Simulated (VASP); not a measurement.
An input for Ansatz (written as the equivalent of a VASP run, and not itself run):

Ansatz 0.2 input:
```yaml
crystal:
  lattice:
    - [4.9397204, 0.0000000, 0.0000000]
    - [0.0000000, 4.9397204, 0.0000000]
    - [0.0000000, 0.0000000, 3.3962237]
  atoms:
    - { symbol: Pb, position: [1.0000000, 1.0000000, 0.0000000] }
    - { symbol: Pb, position: [0.5000000, 0.5000000, 0.5000000] }
    - { symbol: O, position: [0.3073039, 0.3073039, 1.0000000] }
    - { symbol: O, position: [0.8073039, 0.1926961, 0.5000000] }
    - { symbol: O, position: [0.1926961, 0.8073039, 0.5000000] }
    - { symbol: O, position: [0.6926961, 0.6926961, 0.0000000] }
kpoints:
  mp_grid: { grid: [4, 4, 6] }
hamiltonian:
  xc: lda
  pseudopotentials: { kind: paw }
scf:
  occupations: { method: gaussian, width: 0.05 }
  max_iter: 100
relax:
  max_steps: 30
  f_tol: 0.001
output: { forces: true, stress: true, eigenvalues: true }
```

Question: Write the VASP files for the same calculation (LDA).

Answer: This is not unique; one that fits is 
INCAR:
```
SYSTEM = PbO2
PREC = Accurate; ENCUT = 520; LREAL = .FALSE.
LASPH = .TRUE.
EDIFF = 1E-8; NELM = 100; ALGO = Normal
LMAXMIX = 4
ISMEAR = 0; SIGMA = 0.05
IBRION = 1; NSW = 30; ISIF = 2
EDIFFG = -0.001
LWAVE = .FALSE.; LCHARG = .FALSE.
```

POSCAR:
```
PbO2
1
    4.9397204302    -0.0000000000     0.0000000000
    0.0000000000     4.9397204302     0.0000000000
    0.0000000000     0.0000000000     3.3962236624
Pb O
2 4
Direct
  1.0000000000   1.0000000000   0.0000000000
  0.5000000000   0.5000000000   0.5000000000
  0.3073039205   0.3073039205   1.0000000000
  0.8073039205   0.1926960795   0.5000000000
  0.1926960795   0.8073039205   0.5000000000
  0.6926960795   0.6926960795   0.0000000000
```

File KPOINTS:
```
Automatic mesh
0
Gamma
4 4 6
0 0 0
```

POTCAR, in this order: Pb_d O (LDA.64 set). Program: vasp_std.

What does not carry over: each code has its own PAW files, so the cut-off isn't converted (ENCUT is set for VASP's; basis.ecutwfc is left out, and Ansatz then takes the one that its files recommend); Ansatz stops its SCF on the density residual and VASP on the energy change (EDIFF); Ansatz's lda is the Perdew-Wang form, while the LDA potentials of VASP carry Perdew-Zunger's.

The compound is PbO2 in the rutile structure. This run relaxes the ions in a fixed cell. Symmetry was kept, so distortions that lower it aren't found. The start is the result of an earlier pass.
